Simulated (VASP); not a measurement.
The system is LiF.

```
Li F
1.0
     0.00000    2.04171    2.04171
     2.04171    0.00000    2.04171
     2.04171    2.04171    0.00000
Li F
1 1
Direct
  0.00000 0.00000 0.00000
  0.50000 0.50000 0.50000
```

The cell is a database's computed one.

| Item | Value |
| --- | --- |
| Program | VASP 6.6.1 |
| Task | relaxation of cell and atoms |
| Functional | r2SCAN |
| Potentials or basis | VASP PAW PBE potentials, release 64 (Li_sv, F) |
| Cutoff | 600 eV |
| k mesh | 10 × 10 × 10 |
| Occupations | gaussian, width 0.02 eV |
| Spin | no spin polarisation |

At the start: pressure -5.9 GPa; volume 8.51 Å³/atom.

**Question.** How do energy, volume and symmetry change on relaxing?

**Answer.** Over 4 steps the energy falls by 13.6 meV/atom and the volume is 7.84 Å³/atom (-7.9 %); space group Fm-3m (No. 225, to 0.05 Å).

Step by step:
| step | energy change (eV) | largest force (eV/Å) | pressure (GPa) | volume (Å³) |
| --- | --- | --- | --- | --- |
| 1 | 0.0000 | 0.0000 | -5.86 | 17.02 |
| 2 | -0.0211 | 0.0000 | -3.04 | 16.27 |
| 3 | -0.0271 | 0.0000 | 0.40 | 15.60 |
| 4 | -0.0272 | 0.0000 | 0.00 | 15.68 |

Final structure:
```
CELL_PARAMETERS angstrom
0.00000 1.98641 1.98641
1.98641 0.00000 1.98641
1.98641 1.98641 0.00000
ATOMIC_POSITIONS crystal
Li 0.00000 0.00000 0.00000
F 0.50000 0.50000 0.50000
```

Caveat: the cutoff is under 1.25 times the usual one of these potentials, so pressure, stress and relaxed cells hold a basis-set (Pulay) error; the PAW data sets were made with another functional, which shifts forces and pressure a little.
